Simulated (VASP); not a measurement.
VASP input:

INCAR:
```
ALGO = Normal
EDIFF = 1E-6
ENCUT = 400
GGA = PE
ISIF = 2
ISMEAR = 1
LASPH = .TRUE.
LCHARG = .FALSE.
LMAXMIX = 4
LREAL = .FALSE.
LWAVE = .FALSE.
NELM = 100
PREC = Accurate
SIGMA = 0.1
SYSTEM = MoSi2
```

File KPOINTS:
```
kpoints
0
G
10 10 10
0 0 0
```

**POSCAR**
```
MoSi2
4.6247380
 -0.3539876205   0.3539876205   0.8656706607
  0.3539876205  -0.3539876205   0.8656706607
  0.3539876205   0.3539876205  -0.8656706607
Si Mo
2 1
Direct
  0.6650000000   0.6650000000   0.0000000000
  0.3350000000   0.3350000000   0.0000000000
  0.0000000000   0.0000000000   0.0000000000
```

POTCAR, in this order: Si Mo_sv (PBE.64 set). Program: vasp_std.

### Question
Translate this PBE calculation to Ansatz.

### Answer
One equivalent input (not run):
Ansatz 0.2 input:
```yaml
crystal:
  lattice:
    - [-1.6371000, 1.6371000, 4.0035000]
    - [1.6371000, -1.6371000, 4.0035000]
    - [1.6371000, 1.6371000, -4.0035000]
  atoms:
    - { symbol: Si, position: [0.6650000, 0.6650000, 0.0000000] }
    - { symbol: Si, position: [0.3350000, 0.3350000, 0.0000000] }
    - { symbol: Mo, position: [0.0000000, 0.0000000, 0.0000000] }
kpoints:
  mp_grid: { grid: [10, 10, 10] }
hamiltonian:
  xc: pbe
  pseudopotentials: { kind: paw }
scf:
  occupations: { method: methfessel_paxton, width: 0.1 }
  max_iter: 100
output: { forces: true, stress: true, eigenvalues: true }
```
Limits of the translation: each code has its own PAW files, so the cut-off isn't converted (ENCUT is set for VASP's; basis.ecutwfc is left out, and Ansatz then takes the one that its files recommend); Ansatz stops its SCF on the density residual and VASP on the energy change (EDIFF).

The compound is MoSi2 in the MoSi2 type structure. The cell was not relaxed at this level.
